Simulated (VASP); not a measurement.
Level of theory: PBE GGA, VASP's PBE PAW potentials (set 64) (plane waves; VASP).

The input files of a VASP run:

**POSCAR**
```
AgCl
1
    0.0000000000     2.8032341589     2.8032341589
    2.8032341589     0.0000000000     2.8032341589
    2.8032341589     2.8032341589     0.0000000000
Ag Cl
1 1
Direct
  0.0000000000   0.0000000000   0.0000000000
  0.5000000000   0.5000000000   0.5000000000
```

INCAR:
```
SYSTEM = AgCl
PREC = Accurate
ENCUT = 520
EDIFF = 1E-6
NELM = 100
ALGO = Normal
LREAL = .FALSE.
LASPH = .TRUE.
ISMEAR = 0
SIGMA = 0.05
GGA = PE
LMAXMIX = 4
LWAVE = .FALSE.
LCHARG = .TRUE.
```

File KPOINTS:
```
Automatic mesh
0
Gamma
7 7 7
0 0 0
```

POTCAR, in this order: Ag Cl (PBE.64 set). Program: vasp_std.

The resulting files:

**OSZICAR**
```
       N       E                     dE             d eps       ncg     rms          rms(c)
DAV:   1     0.100476328532E+03    0.10048E+03   -0.87882E+03   536   0.125E+03
DAV:   2    -0.134746794506E+01   -0.10182E+03   -0.94525E+02   620   0.249E+02
DAV:   3    -0.555414764290E+01   -0.42067E+01   -0.41953E+01   605   0.539E+01
DAV:   4    -0.559084653577E+01   -0.36699E-01   -0.36693E-01   615   0.554E+00
DAV:   5    -0.559139417237E+01   -0.54764E-03   -0.54763E-03   605   0.684E-01    0.585E+00
DAV:   6    -0.540539986303E+01    0.18599E+00   -0.33642E-01   568   0.790E+00    0.384E+00
DAV:   7    -0.540170345845E+01    0.36964E-02   -0.10560E-01   525   0.260E+00    0.194E+00
DAV:   8    -0.540104692805E+01    0.65653E-03   -0.58699E-03   550   0.954E-01    0.292E-01
DAV:   9    -0.540109962888E+01   -0.52701E-04   -0.72839E-04   570   0.407E-01    0.473E-02
DAV:  10    -0.540117413335E+01   -0.74504E-04   -0.13093E-04   535   0.113E-01    0.310E-02
DAV:  11    -0.540117948520E+01   -0.53519E-05   -0.52328E-06   570   0.209E-02    0.428E-03
DAV:  12    -0.540117952650E+01   -0.41297E-07   -0.26039E-07   350   0.693E-03
   1 F= -.54011795E+01 E0= -.54011795E+01  d E =-.732671E-15
```

### OUTCAR
```
------------------------ aborting loop because EDIFF is reached ----------------------------------------
  FORCE on cell =-STRESS in cart. coord.  units (eV):
  Direction    XX          YY          ZZ          XY          YZ          ZX
  --------------------------------------------------------------------------------------
  Total       -0.0022973     -0.0022973     -0.0022973     -0.0000000      0.0000000      0.0000000
  in kB       -0.0835446     -0.0835446     -0.0835446     -0.0000000      0.0000000      0.0000000
  external PRESSURE =      -0.0835446 kB  Pullay stress =       0.0000000 kB
  volume of cell :       44.06
      direct lattice vectors                 reciprocal lattice vectors
     0.000000000  2.803234159  2.803234159    -0.178365406  0.178365406  0.178365406
     2.803234159  0.000000000  2.803234159     0.178365406 -0.178365406  0.178365406
     2.803234159  2.803234159  0.000000000     0.178365406  0.178365406 -0.178365406
  FREE ENERGIE OF THE ION-ELECTRON SYSTEM (eV)
  ---------------------------------------------------
  free  energy   TOTEN  =        -5.4011795265 eV

  energy  without entropy=       -5.4011795265  energy(sigma->0) =       -5.40117953
```
(Selected blocks of OUTCAR.)

The compound is AgCl in the rock salt structure. It was relaxed first.
